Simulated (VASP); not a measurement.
Given:

```xyz
6
Lattice="1.6504 -2.8586 0.0000 1.6504 2.8586 0.0000 0.0000 0.0000 13.0070" Properties=species:S:1:pos:R:3 pbc="T T T"
Mo     1.6504     0.9529     3.2517
Mo     1.6504    -0.9529     9.7552
Se     1.6504     0.9529    11.4334
Se     1.6504    -0.9529     4.9299
Se     1.6504    -0.9529     1.5736
Se     1.6504     0.9529     8.0771
```

Computed with optB86b-vdW, VASP's PBE PAW potentials (set 64) (plane waves; VASP 6.6.1). Numerical set-up: 520 eV cut-off, Gaussian smearing of 0.050 eV, potentials Mo_sv Se.

### Question
Give the energies of bands 17 to 30 at the high-symmetry points, in eV from the valence-band maximum.

### Answer

| band | Γ | M | K | A | L | H |
|---|---|---|---|---|---|---|
| 17 | -2.44 | -4.50 | -4.46 | -2.44 | -4.10 | -4.30 |
| 18 | -2.43 | -3.82 | -4.16 | -2.44 | -4.10 | -4.30 |
| 19 | -2.43 | -3.12 | -3.68 | -2.31 | -3.07 | -3.98 |
| 20 | -1.48 | -3.02 | -3.68 | -2.31 | -3.07 | -3.98 |
| 21 | -1.48 | -2.43 | -3.51 | -1.45 | -2.32 | -3.07 |
| 22 | -1.43 | -2.17 | -3.51 | -1.45 | -2.32 | -3.07 |
| 23 | -1.43 | -1.12 | -2.34 | -1.45 | -1.07 | -2.52 |
| 24 | -1.06 | -1.11 | -2.34 | -1.45 | -1.07 | -2.52 |
| 25 | -0.78 | -1.04 | -0.46 | -0.17 | -0.98 | -0.38 |
| 26 | 0.00 | -0.86 | -0.27 | -0.17 | -0.98 | -0.38 |
| 27 | 2.47 | 1.54 | 1.15 | 2.49 | 1.56 | 1.16 |
| 28 | 2.47 | 1.58 | 1.15 | 2.49 | 1.56 | 1.16 |
| 29 | 2.54 | 1.80 | 1.65 | 2.49 | 1.97 | 2.11 |
| 30 | 2.54 | 2.12 | 2.63 | 2.49 | 1.97 | 2.11 |

The gap is indirect, 0.81 eV, from the valence maximum at Γ to the conduction minimum at K-Γ at 0.44.

Measured: gap 1.09 eV (computed value off by -0.28 eV), as given by Li et al., (2013), arXiv:1302.0733.

The compound is MoSe2 in the 2H layered structure. It was relaxed first.
